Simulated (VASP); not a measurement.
AgB2: relaxation of cell and atoms with PBE

Crystal: AgB2.

```
Ag B
1.0
     3.01693    0.00000    0.00000
    -1.50847    2.61274    0.00000
     0.00000    0.00000    4.08672
Ag B
1 2
Direct
  0.00000 0.00000 0.00000
  0.33333 0.66667 0.50000
  0.66667 0.33333 0.50000
```

| Item | Value |
| --- | --- |
| Program | VASP 6.6.1 |
| Task | relaxation of cell and atoms |
| Functional | PBE |
| Potentials or basis | VASP PAW PBE potentials, release 64 (Ag, B) |
| Cutoff | 600 eV |
| k mesh | 10 × 10 × 6 |
| Occupations | gaussian, width 0.05 eV |
| Spin | no spin polarisation |
| Dipole correction | no |
| Further INCAR settings | ALGO = Normal; EDIFF = 1e-07; IBRION = 2; EDIFFG = -0.01; NSW = 50; ISIF = 3 |

```json
{
  "Relaxed volume": "10.69 Å³/atom",
  "Relaxed cell": "a = 3.020 Å, b = 3.020 Å, c = 4.060 Å, α = 90.00°, β = 90.00°, γ = 120.00°",
  "Space group after relaxing (to 0.05 Å)": "P6/mmm (No. 191)",
  "Energy gained by relaxing": "0.3 meV/atom",
  "Ionic steps": "3",
  "Pressure after relaxing": "0.1 GPa",
  "Band gap on the k mesh": "none (metal or under the smearing width)"
}
```

Stress tensor (GPa, compression positive):
```
 0.10  0.00  0.00
 0.00  0.10  0.00
 0.00  0.00 -0.02
```

The path:
```csv
step,energy change (eV),largest force (eV/Å),pressure (GPa),volume (Å³)
1,0.0000,0.0000,-0.28,32.21
2,-0.0007,0.0000,-0.07,32.12
3,-0.0009,0.0000,0.06,32.07
```

Final structure:
```
Ag B
1.0
     3.01995    0.00000    0.00000
    -1.50997    2.61535    0.00000
     0.00000    0.00000    4.06042
Ag B
1 2
Direct
  0.00000 0.00000 0.00000
  0.33333 0.66667 0.50000
  0.66667 0.33333 0.50000
```

Levels at points of the mesh, in eV from the Fermi level:
```tsv
k point	band 6	band 7	band 8	band 9	band 10	band 11
(0.00, 0.00, 0.00)	-3.93	-3.84	1.21	1.22	1.22	7.48
(0.50, 0.00, 0.00)	-3.39	-2.75	-1.72	2.43	2.84	3.86
(0.00, 0.00, 0.50)	-4.07	-4.07	0.92	0.92	7.40	8.65
(0.50, 0.00, 0.50)	-3.38	-2.73	-2.63	-0.41	1.28	6.36
```

Run time: 25 s on 1 thread of Intel(R) Xeon(R) Platinum 8488C (Sapphire Rapids) (shared host), peak memory 0.17 GiB.
